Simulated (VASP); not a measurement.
# TiO2 (Rutile) with LDA: from relaxation to properties, part 5 of 7

Aim: relax TiO2 (Rutile) with LDA, compute its properties on that cell and hold them against experiment. The start is a cell from a database of measured crystal structures.

VASP 6.6.1, plane waves and PAW; the level of theory is named at each step.

So far, least gap on mesh and path (eV): step 5 (bands along the symmetry lines (LDA)) 1.81. The relaxed cell has a = 4.554, c = 2.922 Å (conventional setting).

## Step 7: Zone-centre phonons (LDA) (continued)

Level of this step: LDA; plane waves and PAW (Ti_sv, O) (VASP).

Parts of OUTCAR (step 7):

```text
   k-points           NKPTS =    168   k-points in BZ     NKDIM =    168   number of bands    NBANDS=     30

   NELECT =      48.0000    total number of electrons

  Total        0.0336619      0.0336619      0.0380907      0.0000000      0.0000000      0.0000000
  in kB        0.8899378      0.8899378      1.0070230      0.0000000      0.0000000      0.0000000
  external PRESSURE =       0.9289662 kB  Pullay stress =       0.0000000 kB

 POSITION                                       TOTAL-FORCE (eV/Angst)
 -----------------------------------------------------------------------------------
      0.00000      0.00000      0.00000        -0.000000      0.000000      0.000000
      2.27694      2.27694      1.46116        -0.000000      0.000000      0.000000
      1.38376      1.38376      0.00000        -0.000637     -0.000637     -0.000000
      0.89318      3.66070      1.46116         0.000637     -0.000637      0.000000
      3.17011      3.17011      0.00000         0.000637      0.000637      0.000000
      3.66070      0.89318      1.46116        -0.000637      0.000637      0.000000
 -----------------------------------------------------------------------------------
    total drift:                                0.000000      0.000000      0.000000

 MACROSCOPIC STATIC DIELECTRIC TENSOR (including local field effects in DFT)
 ------------------------------------------------------
           7.549391    -0.000000     0.000000
          -0.000000     7.549391     0.000000
           0.000000     0.000000     8.919336
 ------------------------------------------------------

 PIEZOELECTRIC TENSOR (including local field effects)  for field in x, y, z        (C/m^2)
          XX          YY          ZZ          XY          YZ          ZX
  --------------------------------------------------------------------------------
  x     0.00000     0.00000     0.00000     0.00000     0.00000     0.00000
  y     0.00000     0.00000     0.00000     0.00000     0.00000     0.00000
  z     0.00000     0.00000     0.00000     0.00000     0.00000     0.00000

 BORN EFFECTIVE CHARGES (including local field effects) (in |e|, cummulative output)
 ---------------------------------------------------------------------------------
 ion    1
    1     6.34024     1.01756     0.00000
    2     1.01756     6.34024     0.00000
    3     0.00000     0.00000     7.66319
 ion    2
    1     6.34024    -1.01756     0.00000
    2    -1.01756     6.34024     0.00000
    3     0.00000     0.00000     7.66319
 ion    3
    1    -3.17012    -1.80617     0.00000
    2    -1.80617    -3.17012     0.00000
    3     0.00000     0.00000    -3.83159
 ion    4
    1    -3.17012     1.80617     0.00000
    2     1.80617    -3.17012     0.00000
    3     0.00000     0.00000    -3.83159
 ion    5
    1    -3.17012    -1.80617     0.00000
    2    -1.80617    -3.17012     0.00000
    3     0.00000     0.00000    -3.83159
 ion    6
    1    -3.17012     1.80617     0.00000
    2     1.80617    -3.17012     0.00000
    3     0.00000     0.00000    -3.83159

 Eigenvectors and eigenvalues of the dynamical matrix
 ----------------------------------------------------

   1 f  =   24.490131 THz   153.876034 2PiTHz  816.902854 cm-1   101.283000 meV
             X         Y         Z           dx          dy          dz
      0.000000  0.000000  0.000000    -0.000000   -0.000000    0.000000
      2.276939  2.276939  1.461159     0.000000    0.000000   -0.000000
      1.383763  1.383763  0.000000    -0.353553   -0.353553   -0.000000
      0.893175  3.660702  1.461159    -0.353553    0.353553   -0.000000
      3.170114  3.170114  0.000000     0.353553    0.353553   -0.000000
      3.660702  0.893175  1.461159     0.353553   -0.353553   -0.000000

   2 f  =   18.352194 THz   115.310237 2PiTHz  612.163305 cm-1    75.898542 meV
             X         Y         Z           dx          dy          dz
      0.000000  0.000000  0.000000    -0.000000   -0.000000    0.000000
[...]
0.893175  3.660702  1.461159    -0.000000    0.000000    0.496654
      3.170114  3.170114  0.000000     0.000000   -0.000000   -0.496654
      3.660702  0.893175  1.461159    -0.000000    0.000000    0.496654

   9 f  =   11.535231 THz    72.477994 2PiTHz  384.773888 cm-1    47.705861 meV
             X         Y         Z           dx          dy          dz
      0.000000  0.000000  0.000000     0.309168   -0.436064   -0.000000
      2.276939  2.276939  1.461159    -0.254860    0.399400    0.000000
      1.383763  1.383763  0.000000    -0.218552    0.304869    0.000000
      0.893175  3.660702  1.461159     0.171761   -0.273280    0.000000
      3.170114  3.170114  0.000000    -0.218552    0.304869   -0.000000
      3.660702  0.893175  1.461159     0.171761   -0.273280    0.000000

  10 f  =   11.535231 THz    72.477994 2PiTHz  384.773888 cm-1    47.705861 meV
             X         Y         Z           dx          dy          dz
      0.000000  0.000000  0.000000    -0.399400   -0.254860    0.000000
      2.276939  2.276939  1.461159     0.436064    0.309168    0.000000
      1.383763  1.383763  0.000000     0.273280    0.171761   -0.000000
      0.893175  3.660702  1.461159    -0.304869   -0.218552    0.000000
      3.170114  3.170114  0.000000     0.273280    0.171761    0.000000
      3.660702  0.893175  1.461159    -0.304869   -0.218552    0.000000

  11 f  =    4.456915 THz    28.003621 2PiTHz  148.666673 cm-1    18.432310 meV
             X         Y         Z           dx          dy          dz
      0.000000  0.000000  0.000000    -0.236950    0.156137    0.000000
      2.276939  2.276939  1.461159    -0.431874    0.393381   -0.000000
      1.383763  1.383763  0.000000     0.328284   -0.284842   -0.000000
      0.893175  3.660702  1.461159     0.251829   -0.191788    0.000000
      3.170114  3.170114  0.000000     0.328284   -0.284842    0.000000
      3.660702  0.893175  1.461159     0.251829   -0.191788    0.000000

  12 f  =    4.456915 THz    28.003621 2PiTHz  148.666673 cm-1    18.432310 meV
             X         Y         Z           dx          dy          dz
      0.000000  0.000000  0.000000     0.393381    0.431874    0.000000
      2.276939  2.276939  1.461159     0.156137    0.236950    0.000000
      1.383763  1.383763  0.000000    -0.191788   -0.251829   -0.000000
      0.893175  3.660702  1.461159    -0.284842   -0.328284   -0.000000
      3.170114  3.170114  0.000000    -0.191788   -0.251829   -0.000000
      3.660702  0.893175  1.461159    -0.284842   -0.328284   -0.000000

  13 f  =    4.327583 THz    27.191005 2PiTHz  144.352625 cm-1    17.897436 meV
             X         Y         Z           dx          dy          dz
      0.000000  0.000000  0.000000     0.000000    0.000000   -0.448685
      2.276939  2.276939  1.461159     0.000000    0.000000   -0.448685
      1.383763  1.383763  0.000000     0.000000   -0.000000    0.386447
      0.893175  3.660702  1.461159    -0.000000   -0.000000    0.386447
      3.170114  3.170114  0.000000    -0.000000    0.000000    0.386447
      3.660702  0.893175  1.461159     0.000000    0.000000    0.386447
    [... 43 further lines ...]
      3.170114  3.170114  0.000000    -0.000000    0.000000   -0.317268
      3.660702  0.893175  1.461159    -0.000000    0.000000   -0.317268

 MACROSCOPIC STATIC DIELECTRIC TENSOR IONIC CONTRIBUTION
 ------------------------------------------------------
         141.018099    -0.000000     0.000000
          -0.000000   141.018099    -0.000000
           0.000000    -0.000000   238.061976
 ------------------------------------------------------

 ELASTIC MODULI CONTR FROM IONIC RELAXATION (kBar)
 Direction    XX          YY          ZZ          XY          YZ          ZX
 --------------------------------------------------------------------------------
 XX        -381.7183    220.9287   -130.6623     -0.0000     -0.0000     -0.0000
 YY         220.9287   -381.7183   -130.6623     -0.0000      0.0000      0.0000
 ZZ        -130.6623   -130.6623   -212.3600     -0.0000     -0.0000      0.0000
 XY          -0.0000      0.0000     -0.0000    -11.9146      0.0000     -0.0000
 YZ          -0.0000      0.0000     -0.0000      0.0000   -371.6841      0.0000
 ZX          -0.0000      0.0000      0.0000     -0.0000      0.0000   -257.3344
 --------------------------------------------------------------------------------

 PIEZOELECTRIC TENSOR IONIC CONTR  for field in x, y, z        (C/m^2)
          XX          YY          ZZ          XY          YZ          ZX
  --------------------------------------------------------------------------------
  x    -0.00000     0.00000    -0.00000     0.00000    -0.00000    -0.00000
  y     0.00000    -0.00000     0.00000     0.00000    -0.00000    -0.00000
  z    -0.00000    -0.00000    -0.00000    -0.00000     0.00000    -0.00000

[... 7 parts as in an earlier step ...]

[... 3 further parts left out ...]
```

Energies printed during the response cycles are not total energies of the cell.

Numbers from this step:

```yaml
bands: 30
irreducible_k_points: 168
pressure_of_the_cell: 0.09290 GPa
largest_force_of_the_cell: 9.01e-4 eV/Å
fermi_energy: 5.098 eV
```

Electronic dielectric tensor with local fields:

```
7.55 0.00 0.00
0.00 7.55 0.00
0.00 0.00 8.92
```

Ionic part of the static dielectric tensor:

```
141.0   0.0   0.0
  0.0 141.0   0.0
  0.0   0.0 238.1
```

Born effective charge (e), principal values of the symmetric part by kind of site:

```tsv
atom	atoms with these values	low	middle	high	mean
Ti1	2	5.32	7.36	7.66	6.78
O3	4	-4.98	-3.83	-1.36	-3.39
```

In full for O3:

```
-3.17 -1.81  0.00
-1.81 -3.17  0.00
 0.00  0.00 -3.83
```

Infrared lines, with heights relative to the strongest:

```tsv
position (cm⁻¹)	lines merged	squared mode dipole, relative
109	1	0.0
137	1	0.0
144	1	83
149	2	100
385	2	11
395	1	0.0
418	1	0.0
464	2	0.0
490	2	26
612	1	0.0
817	1	0.0
```

Transverse limit, no LO-TO splitting. Modes at Γ, with each element's share of the kinetic energy:

```tsv
mode	frequency (cm⁻¹)	symmetry	IR	Ti %	O %
1	-0.3	acoustic	2.5e-5	60	40
2	-0.2	acoustic	7.1e-6	60	40
3	-0.2	acoustic	7.1e-6	60	40
4	108.8	Bu	0	99	1
5	136.8	Bg	0	0	100
6	144.4	A2u	6.1	40	60
7	148.7	Eu	3.7	42	58
8	148.7	Eu	3.7	42	58
9	384.8	Eu	0.40	51	49
10	384.8	Eu	0.40	51	49
11	395.0	Bu	0	1	99
12	418.3	A2g	0	0	100
13	464.2	Eg	0	0	100
14	464.2	Eg	6.3e-34	0	100
15	489.7	Eu	0.97	47	53
16	489.7	Eu	0.97	47	53
17	612.2	A1g	0	0	100
18	816.9	Bg	0	0	100
```

Displacements in mode 4 (108.8 cm⁻¹), the largest set to 1:
```
Ti1  0.00  0.00  1.00
Ti2  0.00  0.00 -1.00
O3   0.00  0.00 -0.14
O4   0.00  0.00  0.14
O5   0.00  0.00 -0.14
O6   0.00  0.00  0.14
```

Displacements in mode 16 (489.7 cm⁻¹), the largest set to 1:
```
Ti1 -0.44  0.76  0.00
Ti2  0.12 -0.64  0.00
O3  -0.13  0.81  0.00
O4   0.60 -1.00  0.00
O5  -0.13  0.81  0.00
O6   0.60 -1.00  0.00
```

The Born charges sum to zero; the printed set may have that rule imposed, so this is no test. Born charges and mode vectors give each infrared mode its dipole; summed over the modes, dipole squared over frequency squared adds 173 to the electronic 8.01, for a mean static constant of 181. By the characters of their eigenvectors the optical modes sort into (cm⁻¹) Raman active: Bg 137, Eg 464, A1g 612, Bg 817; infrared active: A2u 144, Eu 149, Eu 385, Eu 490; silent: Bu 109, Bu 395, A2g 418. B labels carry no number here, since it depends on the setting of the axes. With a centre of inversion no mode is active in both.

## Step 8: Optical spectrum (LDA)

LOPTICS sums transitions from filled to empty bands. NBANDS is raised for it.

INCAR

```
SYSTEM = TiO2
PREC = Accurate
ENCUT = 520
EDIFF = 1E-06
NELM = 100
ISMEAR = 0
SIGMA = 0.05
LREAL = .FALSE.
ALGO = Normal
GGA = CA
NBANDS = 72
LASPH = .TRUE.
LORBIT = 11
LWAVE = .FALSE.
LCHARG = .FALSE.
KPAR = 4
LOPTICS = .TRUE.
NEDOS = 1500
CSHIFT = 0.1
```

POSCAR

```
TiO2
1.0
    4.5538770754      0.0000000000      0.0000000000
    0.0000000000      4.5538770754      0.0000000000
    0.0000000000      0.0000000000      2.9223175183
Ti O
2 4
Direct
    0.0000000000      0.0000000000      0.0000000000
    0.5000000000      0.5000000000      0.5000000000
    0.3038648979      0.3038648979      0.0000000000
    0.1961351021      0.8038648979      0.5000000000
    0.6961351021      0.6961351021      0.0000000000
    0.8038648979      0.1961351021      0.5000000000
```

KPOINTS

```
Automatic mesh
0
Gamma
7 7 11
0 0 0
```

The projector-augmented-wave data sets are Ti_sv and O (LDA family, release 64).

Command:

```console
mpirun -np 4 vasp_std
```

Log:

```text
[... set-up lines as in an earlier step ...]
 entering main loop
       N       E                     dE             d eps       ncg     rms          rms(c)
DAV:   1     0.520239099783E+03    0.52024E+03   -0.18220E+04  8688   0.787E+02
DAV:   2    -0.120962325496E+02   -0.53234E+03   -0.48003E+03  8680   0.266E+02
DAV:   3    -0.725776412469E+02   -0.60481E+02   -0.58126E+02 10704   0.892E+01
DAV:   4    -0.755100977616E+02   -0.29325E+01   -0.28998E+01 10304   0.173E+01
DAV:   5    -0.755723019211E+02   -0.62204E-01   -0.62188E-01 10072   0.236E+00    0.318E+01
DAV:   6    -0.597400081384E+02    0.15832E+02   -0.70425E+00 11912   0.405E+01    0.118E+01
DAV:   7    -0.591158986519E+02    0.62411E+00   -0.37332E+00 10392   0.138E+01    0.923E+00
DAV:   8    -0.590424530438E+02    0.73446E-01   -0.32286E-01 10560   0.856E+00    0.484E+00
DAV:   9    -0.588347351792E+02    0.20772E+00   -0.26046E-01 10080   0.348E+00    0.251E+00
DAV:  10    -0.587888323743E+02    0.45903E-01   -0.21754E-02 11528   0.120E+00    0.917E-01
DAV:  11    -0.587788802022E+02    0.99522E-02   -0.39196E-03 12400   0.765E-01    0.169E-01
DAV:  12    -0.587790800637E+02   -0.19986E-03   -0.30853E-03  9848   0.209E-01    0.903E-02
DAV:  13    -0.587791276141E+02   -0.47550E-04   -0.19270E-05 11088   0.314E-02    0.746E-02
DAV:  14    -0.587790212083E+02    0.10641E-03   -0.23144E-05 11744   0.776E-02    0.170E-02
DAV:  15    -0.587790222720E+02   -0.10637E-05   -0.17794E-05 10216   0.146E-02    0.101E-02
DAV:  16    -0.587790220509E+02    0.22116E-06   -0.39784E-07  6984   0.292E-03
   1 F= -.58779022E+02 E0= -.58779022E+02  d E =-.184488E-13
 optical routines
 imaginary and real dielectric function
 recalculating local potential from charge density
 direction            1
 direction            2
 direction            3
```

Elapsed: 28 s, on 4 MPI ranks of Intel Xeon 6975P-C (Granite Rapids), shared host; peak memory 1.8 GiB; 1.8 min of CPU time.

Parts of OUTCAR (step 8):

```text
   k-points           NKPTS =     60   k-points in BZ     NKDIM =     60   number of bands    NBANDS=     72

   NELECT =      48.0000    total number of electrons

 E-fermi :   5.1111

 k-point     1 :       0.0000    0.0000    0.0000
  band No.  band energies     occupation
    ...
     20       2.8610      2.00000
     21       4.1789      2.00000
     22       4.4019      2.00000
     23       4.4019      2.00000
     24       4.8778      2.00000
     25       6.6916      0.00000
     26       6.9721      0.00000
     27       7.2762      0.00000
     28       7.3903      0.00000
     29       7.3903      0.00000
    ...

  Total        0.0102424      0.0102424      0.0143974     -0.0000000      0.0000000      0.0000000
  in kB        0.2707841      0.2707841      0.3806302     -0.0000000      0.0000000      0.0000000
  external PRESSURE =       0.3073995 kB  Pullay stress =       0.0000000 kB

 POSITION                                       TOTAL-FORCE (eV/Angst)
 -----------------------------------------------------------------------------------
      0.00000      0.00000      0.00000         0.000000      0.000000     -0.000000
      2.27694      2.27694      1.46116         0.000000      0.000000     -0.000000
      1.38376      1.38376      0.00000        -0.000722     -0.000722      0.000000
      0.89318      3.66070      1.46116         0.000722     -0.000722     -0.000000
      3.17011      3.17011      0.00000         0.000722      0.000722     -0.000000
      3.66070      0.89318      1.46116        -0.000722      0.000722     -0.000000
 -----------------------------------------------------------------------------------
    total drift:                                0.000000      0.000000      0.000000

  FREE ENERGIE OF THE ION-ELECTRON SYSTEM (eV)
  ---------------------------------------------------
  free  energy   TOTEN  =       -58.7790220509 eV

  energy  without entropy=      -58.7790220509  energy(sigma->0) =      -58.77902205

 plasma frequency squared (from intraband transitions) (eV^2)
  --------------------------------------------------------------------------------------
       0.000      -0.000       0.000
      -0.000       0.000       0.000
       0.000       0.000       0.000

[... 8 parts as in an earlier step ...]

[... 8 further parts left out ...]
```

These are independent-particle spectra without excitons or local fields, and fine structure depends on the mesh and on CSHIFT.

This step gave:

```
electronic steps     : 16
bands                : 72
irreducible k points : 60
Fermi energy         : 5.111 eV
pressure             : 0.03074 GPa
```

The imaginary dielectric function has structure finer than the step of the table below, so its rows give means over 0.5 eV, whole bins alone (the curve runs from 0 to 25.0 eV). Peaks (eV: height): xx 2.99: 10.3, 3.46: 10.4, 4.56: 9.44, 7.86: 6.98, 20.12: 2.33; zz 3.77: 13.5, 5.97: 5.99, 7.70: 13.2.

The imaginary dielectric function by photon energy; means over each step:

```tsv
photon energy (eV)	xx	zz
0.5	0.0375	0.0459
1.0	0.0860	0.105
1.5	0.172	0.209
2.0	0.438	0.506
2.5	2.06	3.10
3.0	8.60	10.1
3.5	10.0	12.2
4.0	8.93	12.0
4.5	8.77	8.49
5.0	6.28	5.55
5.5	4.13	3.88
6.0	3.50	5.03
6.5	4.06	5.06
7.0	4.98	5.67
7.5	5.92	10.5
8.0	6.42	10.3
8.5	4.89	7.71
9.0	2.97	5.32
9.5	1.74	3.69
10.0	1.61	2.30
10.5	1.52	1.54
11.0	1.35	1.02
11.5	1.29	0.810
12.0	1.40	0.646
12.5	1.46	0.796
13.0	2.02	0.784
13.5	1.63	0.696
14.0	1.12	0.821
14.5	1.25	1.10
15.0	1.21	1.25
15.5	1.16	1.44
16.0	1.08	1.41
16.5	1.28	1.46
17.0	1.18	1.66
17.5	1.24	1.94
18.0	1.40	1.61
18.5	1.64	1.60
19.0	1.69	1.77
19.5	1.70	1.83
20.0	2.09	1.64
20.5	1.82	1.08
21.0	1.52	0.929
21.5	1.42	1.05
22.0	1.31	1.16
22.5	1.27	1.20
23.0	1.14	1.07
23.5	1.27	0.815
24.0	1.13	0.608
24.5	0.884	0.549
```

The real dielectric function by photon energy:

```tsv
photon energy (eV)	xx	zz
0	7.79	9.10
1	8.17	9.57
2	9.98	11.8
3	10.9	13.1
4	3.37	2.98
5	0.236	0.992
6	1.97	3.24
7	3.37	5.43
8	-0.249	-1.45
9	-1.91	-3.75
10	-0.0269	-2.94
11	0.455	-1.21
12	0.797	-0.346
13	1.01	0.236
14	0.686	0.901
15	0.970	1.10
16	1.30	1.14
17	1.20	1.14
18	1.37	0.685
19	1.07	0.776
20	1.06	-0.0961
21	0.359	0.211
22	0.397	0.467
23	0.352	0.148
24	0.157	0.132
```

Its static limit, 8.22, stands beside 8.01 from the response with local fields; local fields, the finite band count and the meshes make the difference. The mean of ε2 over directions passes 5 % of its top at 2.20 eV, against a least direct gap of 1.81 eV on this mesh, so the first direct transitions are weak, forbidden or few.

[end of part 5 of 7]

[Lines on the potential files, build, host, timing and source positions are cut from VASP's logs without a mark.]

[Logs are printed without paths, hosts, clocks, repeated set-up lines and the standing remarks that a program may print on its own settings, such as how far it seeks lower states.]

[Hosts, paths, dates, database ids (printed as entryN), source tags and the programs' standing remarks are cut or masked in the printed files.]

[A measured line is paired with the nearest computed mode of its activity, which favours agreement.]
